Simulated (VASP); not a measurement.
Data:

```
CELL_PARAMETERS angstrom
      0.00000     4.33875     4.33875
      4.33875     0.00000     4.33875
      4.33875     4.33875     0.00000
ATOMIC_POSITIONS crystal
  Rb 0.75000 0.75000 0.75000
  Rb 0.25000 0.25000 0.25000
  Rb 0.50000 0.50000 0.50000
  Bi 0.00000 0.00000 0.00000
```

Level of theory: LDA (Ceperley-Alder, Perdew-Zunger), VASP's LDA PAW potentials (set 64) (plane waves; VASP). Numerical set-up: 400 eV cut-off, 4×4×4 Γ-centred mesh, Gaussian smearing of 0.050 eV, potentials Rb_sv Bi_d.

Unless said otherwise, spin-orbit coupling is left out, though it shifts the bands of the heavy elements here.

### Question
Estimate the energy per atom (σ→0), band gap (on the k-mesh) with the smallest direct gap where there is one.

### Answer

| Item | Result |
|---|---|
| band gap (on the k-mesh) | 0.14 eV |
| smallest direct gap (on the k-mesh) | 0.38 eV |
| energy per atom (σ→0) | -2.330 eV/atom |

The absolute energy has meaning only against runs of the same code, potentials and settings.

The structure comes from a computed database's Rb3Bi entry (Fm-3m); how it stands against other phases isn't given here. It was relaxed first, which changed the volume by -11 %. The start is the result of an earlier pass.
